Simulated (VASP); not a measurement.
Input:

```yaml
crystal:
  lattice:
    - [0.00000, 2.85248, 8.24118]
    - [1.44352, 0.00000, 8.24118]
    - [1.44352, 2.85248, 0.00000]
  atoms:
    - { symbol: Cd, position: [0.00000, 0.00000, 0.00000] }
    - { symbol: Hg, position: [0.33429, 0.33429, 0.66571] }
    - { symbol: Hg, position: [0.66571, 0.66571, 0.33429] }
```

These are PBEsol GGA, VASP's PBE PAW potentials (set 64) (plane waves; VASP) values and carry that method's errors. Settings: 400 eV cut-off, Gaussian smearing of 0.050 eV, potentials Cd Hg.

Unless said otherwise, spin-orbit coupling is left out, though it shifts the bands of the heavy elements here.

Question: What does the run give for the band gap (along the path) with the smallest direct gap where there is one?

Answer: 
```
Property                                                      Value
-------------------------  ----------------------------------------
band gap (along the path)  none (metal, semimetal or under 0.01 eV)
```

The structure comes from a computed database's CdHg2 entry (Fmmm); how it stands against other phases isn't given here. It was relaxed first, which changed the volume by -18 %.
